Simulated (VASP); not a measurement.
Crystal: ZnH.

```
Zn H
1.0
     0.00000    2.33471    2.33471
     2.33471    0.00000    2.33471
     2.33471    2.33471    0.00000
Zn H
1 1
Direct
  0.00000 0.00000 0.00000
  0.25000 0.25000 0.25000
```

The cell was built by a generator and needn't be a form met in nature.

```yaml
Program: VASP 6.6.1
Task: relaxation of cell and atoms
Functional: LDA
Potentials_or_basis: VASP PAW LDA potentials, release 64 (Zn, H)
Cutoff: 600 eV
k_mesh: 10 × 10 × 10
Occupations: fermi-dirac, width 0.05 eV
Spin: no spin polarisation
```

At the start: pressure -9.6 GPa; volume 12.73 Å³/atom.

Task: Where does the relaxation end?

Result: Over 5 steps the energy falls by 105.8 meV/atom and the volume is 9.89 Å³/atom (-22.3 %); space group F-43m (No. 216, to 0.05 Å).

The path:
```tsv
step	energy change (eV)	largest force (eV/Å)	pressure (GPa)	volume (Å³)
1	0.0000	0.0000	-9.59	25.45
2	-0.1412	0.0000	-6.84	22.75
3	-0.2097	0.0000	-1.46	20.22
4	-0.2115	0.0000	0.40	19.66
5	-0.2117	0.0000	0.08	19.78
```

Final structure:
```cif
data_structure
_symmetry_space_group_name_H-M 'P 1'
_symmetry_Int_Tables_number 1
_cell_length_a 3.0355
_cell_length_b 3.0355
_cell_length_c 3.0355
_cell_angle_alpha 60.000
_cell_angle_beta 60.000
_cell_angle_gamma 60.000
_cell_volume 19.78
loop_
_atom_site_label
_atom_site_type_symbol
_atom_site_fract_x
_atom_site_fract_y
_atom_site_fract_z
_atom_site_occupancy
Zn1 Zn 0.00000 0.00000 0.00000 1
H1 H 0.25000 0.25000 0.25000 1
```

Caveat: the volume moved by over 15 % at a fixed basis, so the end points are rough.
